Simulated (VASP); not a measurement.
# MgBe (P-6m2) in VASP: further runs

One crystal, MgBe, is run at these levels: PBE; tasks: single point, relaxation of cell and atoms.

Program: VASP 6.6.1. These are calculated values, not measurements. Logs are shortened: lines on timing, memory, paths and dates and some standing lists are left out, and cuts for length are marked.

## (1) The structure

Symmetry: P-6m2, No. 187, hexagonal system. Conventional cell: a = 2.897 Å, b = 2.897 Å, c = 4.226 Å, α = 90.00°, β = 90.00°, γ = 120.00°. Mg (site symmetry -6m2) is surrounded by 6 Be at 2.69 Å and 6 Mg at 2.90 Å. Be (site symmetry -6m2) has 6 Mg at 2.69 Å and 6 Be at 2.90 Å as nearest neighbours.

The cell was built by a generator and needn't be a form met in nature.

## (2) Single point, PBE

File INCAR:

```
PREC = Accurate
ENCUT = 520
EDIFF = 1E-6
ISMEAR = 0
SIGMA = 0.1
LREAL = F
LASPH = T
NELM = 100
ALGO = Normal
ISIF = 2
LWAVE = F
LCHARG = F
GGA = PE
NBANDS = 9
```

File KPOINTS:

```
regular mesh
0
Gamma
  21 21 14
```

File POSCAR:

```
MgBe
1.0
    2.8967814976      0.0000000000      0.0000000000
   -1.4483907488      2.5086863662      0.0000000000
    0.0000000000      0.0000000000      4.2260303821
Mg Be
1 1
Direct
    0.3333333333      0.6666666667      0.5000000000
    0.0000000000      0.0000000000      0.0000000000
```

Potentials or basis: VASP PAW PBE potentials, release 64 (Mg, Be).

Launch:

```console
> cat potpaw_PBE.64/Mg/POTCAR potpaw_PBE.64/Be/POTCAR > POTCAR
> mpirun -np 1 vasp_std > vasp.out
```

OUTCAR:

```text
PREC = Accurate
   ENCUT = 520
   EDIFF = 1E-6
   ISMEAR = 0
   LREAL = F
   LASPH = T
   NELM = 100
   ISIF = 2
   GGA = PE

 ion  position               nearest neighbor table
   1  0.333  0.667  0.500-   2 2.69   2 2.69   2 2.69   2 2.69   2 2.69   2 2.69
   2  0.000  0.000  0.000-   1 2.69   1 2.69   1 2.69   1 2.69   1 2.69   1 2.69

  LATTYP: Found a hexagonal cell.
 ALAT       =     2.8967814976
 C/A-ratio  =     1.4588709523

  Lattice vectors:

 A1 = (   2.8967814976,   0.0000000000,   0.0000000000)
 A2 = (  -1.4483907488,   2.5086863662,   0.0000000000)
 A3 = (   0.0000000000,   0.0000000000,   4.2260303821)

Analysis of symmetry for initial positions (statically):
=====================================================================
 Subroutine PRICEL returns:
 Original cell was already a primitive cell.

 Routine SETGRP: Setting up the symmetry group for a
 hexagonal supercell.

 Subroutine GETGRP returns: Found 12 space group operations
 (whereof 12 operations were pure point group operations)
 out of a pool of 24 trial point group operations.

The static configuration has the point symmetry D_3h.

Analysis of symmetry for dynamics (positions and initial velocities):
=====================================================================
 Subroutine PRICEL returns:
 Original cell was already a primitive cell.

 Routine SETGRP: Setting up the symmetry group for a
 hexagonal supercell.

 Subroutine GETGRP returns: Found 12 space group operations
 (whereof 12 operations were pure point group operations)
 out of a pool of 24 trial point group operations.

The dynamic configuration has the point symmetry D_3h.

 Subroutine INISYM returns: Found 12 space group operations
 (whereof 12 operations are pure point group operations),
 and found     1 'primitive' translations

----------------------------------------------------------------------------------------

                                     Primitive cell

  volume of cell :      30.7111

  direct lattice vectors                    reciprocal lattice vectors
     2.896781498  0.000000000  0.000000000     0.345210711  0.199307497  0.000000000
    -1.448390749  2.508686366  0.000000000     0.000000000  0.398614994  0.000000000
     0.000000000  0.000000000  4.226030382     0.000000000  0.000000000  0.236628682

  length of vectors
     2.896781498  2.896781498  4.226030382     0.398614994  0.398614994  0.236628682

  position of ions in fractional coordinates (direct lattice)
     0.333333333  0.666666667  0.500000000
     0.000000000  0.000000000  0.000000000

  ion indices of the primitive-cell ions
   primitive index   ion index
                 1           1
                 2           2

----------------------------------------------------------------------------------------

 KPOINTS: regular mesh

Automatic generation of k-mesh.
 Grid dimensions read from file:
 generate k-points for:   21   21   14

 Generating k-lattice:

  Cartesian coordinates                     Fractional coordinates (reciprocal lattice)
     0.016438605  0.009490833  0.000000000     0.047619048 -0.000000000  0.000000000
     0.000000000  0.018981666  0.000000000     0.000000000  0.047619048  0.000000000
     0.000000000  0.000000000  0.016902049     0.000000000  0.000000000  0.071428571

  Length of vectors
     0.018981666  0.018981666  0.016902049

  Shift w.r.t. Gamma in fractional coordinates (k-lattice)
     0.000000000  0.000000000  0.000000000

 Subroutine IBZKPT returns following result:
 ===========================================

 Found    384 irreducible k-points:

 Following reciprocal coordinates:
            Coordinates               Weight
  0.000000  0.000000  0.000000      1.000000
  0.047619  0.000000  0.000000      6.000000
  0.095238  0.000000  0.000000      6.000000
  0.142857  0.000000  0.000000      6.000000
  0.190476  0.000000  0.000000      6.000000
  0.238095  0.000000  0.000000      6.000000
[... 16 lines left out ...]
  0.142857  0.095238  0.000000     12.000000
  0.190476  0.095238  0.000000     12.000000
 [... further k-points ...]
   k-points           NKPTS =    384   k-points in BZ     NKDIM =    384   number of bands    NBANDS=      9
   number of dos      NEDOS =    301   number of ions     NIONS =      2
   total plane-waves  NPLWV =  18432
   dimension x,y,z NGX =    24 NGY =   24 NGZ =   32
   dimension x,y,z NGXF=    48 NGYF=   48 NGZF=   64
   ions per type =               1   1
   NGX,Y,Z   is equivalent  to a cutoff of  13.77, 13.77, 12.59 a.u.
   NGXF,Y,Z  is equivalent  to a cutoff of  27.55, 27.55, 25.18 a.u.
 SYSTEM =  unknown system
   PREC   = accura    normal or accurate (medium, high low for compatibility)
   ISTART =      0    job   : 0-new  1-cont  2-samecut
   ICHARG =      2    charge: 1-file 2-atom 10-const
   ISPIN  =      1    spin polarized calculation?
   LNONCOLLINEAR =      F non collinear calculations
   LSORBIT =      F    spin-orbit coupling
   LASPH  =      T    aspherical Exc in radial PAW
   ENCUT  =  520.0 eV  38.22 Ry    6.18 a.u.   5.39  5.39  7.86*2*pi/ulx,y,z
   NELM   =    100;   NELMIN=  2; NELMDL= -5     # of ELM steps
   EDIFF  = 0.1E-05   stopping-criterion for ELM
   LREAL  =      F    real-space projection
   EDIFFG = 0.1E-04   stopping-criterion for IOM
   NSW    =      0    number of steps for IOM
   IBRION =     -1    ionic relax: 0-MD 1-quasi-New 2-CG
   NFREE  =      0    steps in history (QN), initial steepest desc. (CG)
   ISIF   =      2    stress and relaxation
   ISYM   =      2    0-nonsym 1-usesym 2-fastsym
   POTIM  = 0.5000    time-step for ionic-motion
   TEBEG  =    0.0;   TEEND  =   0.0 temperature during run
   PSTRESS=    0.0 pullay stress
   NELECT =       4.0000    total number of electrons
   NUPDOWN=      -1.0000    fix difference up-down
   EMIN   =  10.00;   EMAX   =-10.00  energy-range for DOS
   EFERMI =   0.00;   METHOD = LEGACY
   ISMEAR =     0;   SIGMA  =   0.10  broadening in eV -4-tet -1-fermi 0-gaus
   EFERMI_NEDOS =   21; number of points for ismear=-14 and -15
   IALGO  =     38    algorithm
   IMIX   =      4    mixing-type and parameters
     AMIX     =   0.40;   BMIX     =  1.00
     AMIX_MAG =   1.60;   BMIX_MAG =  1.00
  volume/ion in A,a.u.               =      15.36       103.62
  Fermi-wavevector in a.u.,A,eV,Ry     =   0.829844  1.568178  9.369536  0.688641
  Thomas-Fermi vector in A             =   1.942460
   LORBIT       =      0    0 simple, 1 ext, 2 COOP (PROOUT), +10 PAW based schemes
   GGA     = PE    functional components
   LHFCALC =     F    Hartree Fock is set to
   AEXX    =    0.0000 exact exchange contribution
   IVDW    =     0    specifies the selected vdW correction
   LEPSILON=     F    determine dielectric tensor
   LRPA    =     F    only Hartree local field effects (RPA)
 non-spin polarized calculation
 Gauss-broadening in eV      SIGMA  =   0.10
  energy-cutoff  :      520.00
  volume of cell :       30.71
 maximum number of plane-waves:       851
 NGX is ok and might be reduce to    24
   NGX = 11   NGY = 11   NGZ = 15

 number of electron       4.0000000 magnetization

 Free energy of the ion-electron system (eV)
  ---------------------------------------------------
  ext. energy  EPLUGINS =         0.00000000
  ---------------------------------------------------
  free energy    TOTEN  =        -4.27375176 eV

  energy without entropy =       -4.27042757  energy(sigma->0) =       -4.27208967

 E-fermi :   3.7094     XC(G=0):  -9.2168

 val. band max:        3.7071798698   @ k =   0.2857   0.2857   0.0000
 cond. band min:       3.7145780838   @ k =   0.2857   0.1905   0.1429
 fundamental gap:      0.0073982141
 Fermi energy:         3.7093809720

 k-point     1 :       0.0000    0.0000    0.0000
  band No.  band energies     occupation
      1      -4.5243      2.00000
      2       2.0052      2.00000
      3       4.1560      0.00000
      4      12.6336      0.00000
      5      12.6336      0.00000
      6      18.1399      0.00000
      7      18.1399      0.00000
      8      19.3144      0.00000
      9      20.1730      0.00000

 k-point     2 :       0.0476    0.0000    0.0000
  band No.  band energies     occupation
      1      -4.4745      2.00000
      2       2.0523      2.00000
      3       4.1965      0.00000
      4      12.3437      0.00000
      5      12.5061      0.00000
      6      17.4590      0.00000
      7      18.2814      0.00000
      8      19.4606      0.00000
      9      19.9017      0.00000

 k-point     3 :       0.0952    0.0000    0.0000
  band No.  band energies     occupation
      1      -4.3252      2.00000
      2       2.1936      2.00000
      3       4.3162      0.00000
      4      11.5502      0.00000
      5      12.1735      0.00000
      6      16.5485      0.00000
      7      18.5979      0.00000
      8      18.7638      0.00000
      9      19.0905      0.00000

 k-point     4 :       0.1429    0.0000    0.0000
  band No.  band energies     occupation
      1      -4.0769      2.00000
      2       2.4282      2.00000
      3       4.5084      0.00000
      4      10.4373      0.00000
      5      11.7338      0.00000
      6      15.7303      0.00000
      7      17.8633      0.00000
      8      17.9069      0.00000
      9      18.8380      0.00000
[... 205 lines left out ...]
 k-point    22 :       0.0952    0.0952    0.0000
  band No.  band energies     occupation
      1      -3.9283      2.00000
      2       2.5685      2.00000
      3       4.6204      0.00000
      4      10.2146      0.00000
      5      10.9225      0.00000
      6      15.8093      0.00000
      7      17.4450      0.00000
      8      17.7304      0.00000
      9      18.8712      0.00000

 k-point    23 :       0.1429    0.0952    0.0000
  band No.  band energies     occupation
      1      -3.5826      2.00000
      2       2.8940      2.00000
      3       4.8607      0.00000
      4       9.1801      0.00000
      5      10.2137      0.00000
      6      15.3014      0.00000
      7      16.2773      0.00000
      8      17.2209      0.00000
      9      18.7773      0.00000

 k-point    24 :       0.1905    0.0952    0.0000
  band No.  band energies     occupation
      1      -3.1402      2.00000
      2       3.3079      2.00000
      3       5.1006      0.00000
      4       8.0334      0.00000
      5       9.6733      0.00000
      6      14.5912      0.00000
      7      14.9720      0.00000
      8      16.7463      0.00000
      9      18.0158      0.00000

 [... further k-points ...]

------------------------ aborting loop because EDIFF is reached ----------------------------------------

  FORCE on cell =-STRESS in cart. coord.  units (eV):
  Direction    XX          YY          ZZ          XY          YZ          ZX
  --------------------------------------------------------------------------------------
  -------------------------------------------------------------------------------------
  Total       -0.0090732     -0.0090732     -0.0124045     -0.0000000      0.0000000      0.0000000
  in kB       -0.4733452     -0.4733452     -0.6471347     -0.0000000      0.0000000      0.0000000
  external PRESSURE =      -0.5312750 kB  Pullay stress =       0.0000000 kB

 VOLUME and BASIS-vectors are now :
 -----------------------------------------------------------------------------
  energy-cutoff  :      520.00
  volume of cell :       30.71
      direct lattice vectors                 reciprocal lattice vectors
     2.896781498  0.000000000  0.000000000     0.345210711  0.199307497  0.000000000
    -1.448390749  2.508686366  0.000000000     0.000000000  0.398614994  0.000000000
     0.000000000  0.000000000  4.226030382     0.000000000  0.000000000  0.236628682

 POSITION                                       TOTAL-FORCE (eV/Angst)
 -----------------------------------------------------------------------------------
     -0.00000      1.67246      2.11302         0.000000     -0.000000      0.000000
      0.00000      0.00000      0.00000        -0.000000      0.000000      0.000000
 -----------------------------------------------------------------------------------
    total drift:                               -0.000000      0.000000      0.000000

  FREE ENERGIE OF THE ION-ELECTRON SYSTEM (eV)
  ---------------------------------------------------
  free  energy   TOTEN  =        -4.2737517622 eV

  energy  without entropy=       -4.2704275735  energy(sigma->0) =       -4.27208967
```

It took 21 s on 1 thread of Intel Xeon 6975P-C (Granite Rapids), shared host; peak memory 0.25 GiB.

What came out:

```yaml
Free_energy: -4.2738 eV
Pressure: -0.1 GPa
Band_gap_on_the_k_mesh: none (metal or under the smearing width)
```

## (3) Relaxation of cell and atoms, PBE

This run uses another cell than the first one, of 15.67 Å³/atom, 1.021 times its volume.

File INCAR:

```
SYSTEM = MgBe
ALGO = Fast
EDIFF = 1E-7
EDIFFG = -0.01
ENCUT = 600
GGA = PE
IBRION = 2
ISIF = 3
ISMEAR = 0
LASPH = .TRUE.
LCHARG = .FALSE.
LREAL = .FALSE.
LWAVE = .FALSE.
NELM = 80
NSW = 100
PREC = Accurate
SIGMA = 0.1
```

File KPOINTS:

```
k-points
0
G
  21 21 14
  0 0 0
```

File POSCAR:

```
MgBe
1.0
    2.9247531600      0.0000000000      0.0000000000
   -1.4623765800      2.5329105400      0.0000000000
    0.0000000000      0.0000000000      4.2316362300
Mg Be
1 1
Direct
    0.3333333300      0.6666666700      0.5000000000
    0.0000000000      0.0000000000      0.0000000000
```

Potentials or basis: VASP PAW PBE potentials, release 64 (Mg, Be).

Launch:

```console
> cat potpaw_PBE.64/Mg/POTCAR potpaw_PBE.64/Be/POTCAR > POTCAR
> mpirun -np 1 vasp_std > vasp.out
```

Run time: 60 s. Hardware: 1 thread of Intel Xeon 6975P-C (Granite Rapids), shared host; peak memory 0.27 GiB.

The run converged. Its results:

```
Free energy                            : -4.2739 eV
Relaxed volume                         : 15.34 Å³/atom
Relaxed cell                           : a = 2.896 Å, b = 2.896 Å, c = 4.225 Å, α = 90.00°, β = 90.00°, γ = 120.00°
Space group after relaxing (to 0.05 Å) : P-6m2 (No. 187)
Energy gained by relaxing              : 1.4 meV/atom
Ionic steps                            : 6
Pressure after relaxing                : 0.0 GPa
Band gap on the k mesh                 : none (metal or under the smearing width)
```

Step by step:
| step | energy change (eV) | largest force (eV/Å) | pressure (GPa) | volume (Å³) |
| --- | --- | --- | --- | --- |
| 1 | 0.0000 | 0.0000 | -1.14 | 31.35 |
| 2 | -0.0024 | 0.0000 | -0.26 | 30.84 |
| 3 | -0.0026 | 0.0000 | 0.04 | 30.68 |
| 4 | -0.0026 | 0.0000 | 0.07 | 30.67 |
| 5 | -0.0027 | 0.0000 | 0.04 | 30.67 |
| 6 | -0.0027 | 0.0000 | 0.01 | 30.68 |

Final structure:
```
Mg Be
1.0
     2.89570    0.00000    0.00000
    -1.44785    2.50775    0.00000
     0.00000    0.00000    4.22480
Mg Be
1 1
Cartesian
  0.0000 1.6718 2.1124
  0.0000 0.0000 0.0000
```

Levels at points of the mesh, in eV from the Fermi level:
```csv
k point,band 1,band 2,band 3,band 4,band 5,band 6
"(0.00, 0.00, 0.00)",-8.24,-1.71,0.45,8.93,8.93,14.44
"(0.00, 0.00, 0.50)",-6.34,-6.34,7.07,9.35,9.35,10.32
```

(Continued in part 2 of 2.)
